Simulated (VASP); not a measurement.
Here is a VASP 6.6.1 calculation.

Contents of INCAR:

```
PREC = Accurate ; ENCUT = 520
EDIFF = 1E-6 ; ISMEAR = 0
SIGMA = 0.15 ; LREAL = False
LASPH = True ; NELM = 60
ALGO = Fast ; ISIF = 2
LWAVE = False ; LCHARG = True
LELF = True ; LVHAR = True
NBANDS = 13
```

The input KPOINTS:

```
regular mesh
0
Gamma
  18 18 18
```

POSCAR

```
BIr
1.0
    3.0421080792      0.0000000000      0.0000000000
   -1.5210540396      2.6345428776      0.0000000000
    0.0000000000      0.0000000000      2.5002493867
B Ir
1 1
Direct
    0.3333333333      0.6666666667      0.5000000000
    0.0000000000      0.0000000000      0.0000000000
```

Potentials or basis: VASP PAW LDA potentials, release 64 (B, Ir).

Command:

```sh
$ cat potpaw_LDA.64/B/POTCAR potpaw_LDA.64/Ir/POTCAR > POTCAR
$ mpirun -np 1 vasp_std > vasp.out
```

Predict the band gap on the k mesh.

none (metal or under the smearing width).

Estimate the pressure.

29.7 GPa.

Stress tensor (GPa, compression positive):
```
 8.60  0.00  0.00
 0.00  8.60  0.00
 0.00  0.00 72.00
```

Caveat: so large a pressure means that the cell lies far from this level's equilibrium, or that cutoff or potentials fall short. Spin-orbit coupling is left out, which matters for the levels of Ir.
